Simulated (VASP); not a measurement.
Level of theory: rev-vdW-DF2, VASP's PBE PAW potentials (set 64) (plane waves; VASP 6.6.1).

VASP input:

POSCAR:
```
ZnO
1.0
  1.6314293808  -2.8257190192   0.0000000000
  1.6314293808   2.8257190192   0.0000000000
  0.0000000000   0.0000000000   5.2701367606
Zn O
2 2
Cart
  1.6314293808  -0.9419082235   2.6422314838
  1.6314293808   0.9419082235   0.0071631035
  1.6314293808  -0.9419082235   4.6410975194
  1.6314293808   0.9419082235   2.0060291391
```

### INCAR
```
AGGAC = 0.0
ALGO = Normal
EDIFF = 1E-7
ENCUT = 520
GGA = MK
ICHARG = 11
ISMEAR = 0
LASPH = .TRUE.
LCHARG = .FALSE.
LMAXMIX = 4
LORBIT = 11
LREAL = .FALSE.
LUSE_VDW = .TRUE.
LWAVE = .FALSE.
NELM = 100
PARAM1 = 0.1234568
PARAM2 = 0.7114
PREC = Accurate
SIGMA = 0.05
SYSTEM = ZnO
ZAB_VDW = -1.8867
```

File KPOINTS:
```
k-points along high-symmetry lines
10
Line-mode
Reciprocal
  0.000000   0.000000   0.000000 ! GAMMA
 -0.000000   0.500000   0.000000 ! M

 -0.000000   0.500000   0.000000 ! M
 -0.333333   0.666667   0.000000 ! K

 -0.333333   0.666667   0.000000 ! K
  0.000000   0.000000   0.000000 ! GAMMA

  0.000000   0.000000   0.000000 ! GAMMA
  0.000000   0.000000   0.500000 ! A

  0.000000   0.000000   0.500000 ! A
 -0.000000   0.500000   0.500000 ! L

 -0.000000   0.500000   0.500000 ! L
 -0.333333   0.666667   0.500000 ! H

 -0.333333   0.666667   0.500000 ! H
  0.000000   0.000000   0.500000 ! A

 -0.000000   0.500000   0.500000 ! L
 -0.000000   0.500000   0.000000 ! M

 -0.333333   0.666667   0.500000 ! H
 -0.333333   0.666667   0.000000 ! K
```

POTCAR, in this order: Zn O (PBE.64 set). Program: vasp_std. Read from the step before: CHGCAR.

Output of the run:

### OSZICAR
```
       N       E                     dE             d eps       ncg     rms          rms(c)
DAV:   1     0.280727339699E+03    0.28073E+03   -0.18955E+04  3976   0.240E+03
DAV:   2     0.172585050654E+02   -0.26347E+03   -0.25343E+03  4236   0.440E+02
DAV:   3    -0.885068881723E+01   -0.26109E+02   -0.25803E+02  4758   0.142E+02
DAV:   4    -0.932156549493E+01   -0.47088E+00   -0.47031E+00  4356   0.203E+01
DAV:   5    -0.932546667703E+01   -0.39012E-02   -0.39009E-02  4596   0.162E+00
DAV:   6    -0.932551526652E+01   -0.48589E-04   -0.48588E-04  4350   0.152E-01
DAV:   7    -0.932551620629E+01   -0.93976E-06   -0.93972E-06  4620   0.180E-02
DAV:   8    -0.932551622749E+01   -0.21206E-07   -0.21262E-07  3658   0.229E-03
   1 F= -.93255162E+01 E0= -.93255162E+01  d E =-.237575E-16
```

### OUTCAR
```
 val. band max:        0.8390692774   @ k =   0.0000   0.0000   0.0000

 cond. band min:       1.5872235616   @ k =   0.0000   0.0000   0.0000



 k-point     1 :       0.0000    0.0000    0.0000
  band No.  band energies     occupation
      1     -16.9760      2.00000
      2     -16.2767      2.00000
      3      -4.7888      2.00000
      4      -4.7888      2.00000
      5      -4.7451      2.00000
      6      -4.6492      2.00000
      7      -4.6026      2.00000
      8      -4.6026      2.00000
      9      -3.6849      2.00000
     10      -3.6849      2.00000
     11      -3.4859      2.00000
     12      -3.4859      2.00000
     13      -3.2064      2.00000
     14       0.0730      2.00000
     15       0.0730      2.00000
     16       0.7537      2.00000
     17       0.8391      2.00000
     18       0.8391      2.00000
     19       1.5872      0.00000
     20       5.9523      0.00000
     21       8.9332      0.00000
     22      13.5798      0.00000

 k-point     2 :       0.0000    0.0556    0.0000
  band No.  band energies     occupation
      1     -16.9591      2.00000
      2     -16.2690      2.00000
      3      -4.8086      2.00000
      4      -4.7789      2.00000
      5      -4.7326      2.00000
      6      -4.6286      2.00000
      7      -4.6018      2.00000
      8      -4.5890      2.00000
      9      -3.6919      2.00000
     10      -3.6862      2.00000
     11      -3.4844      2.00000
     12      -3.4716      2.00000
     13      -3.2103      2.00000
     14      -0.0425      2.00000
     15       0.0316      2.00000
     16       0.5642      2.00000
     17       0.7350      2.00000
     18       0.8172      2.00000
     19       1.8986      0.00000
     20       6.0850      0.00000
     21       8.9339      0.00000
     22      13.2153      0.00000

 k-point     3 :       0.0000    0.1111    0.0000
  band No.  band energies     occupation
      1     -16.9099      2.00000
      2     -16.2472      2.00000
...
```

The density is held fixed in this step, so its total energy and stress have no physical meaning.

The compound is ZnO in the wurtzite structure. It was relaxed first.
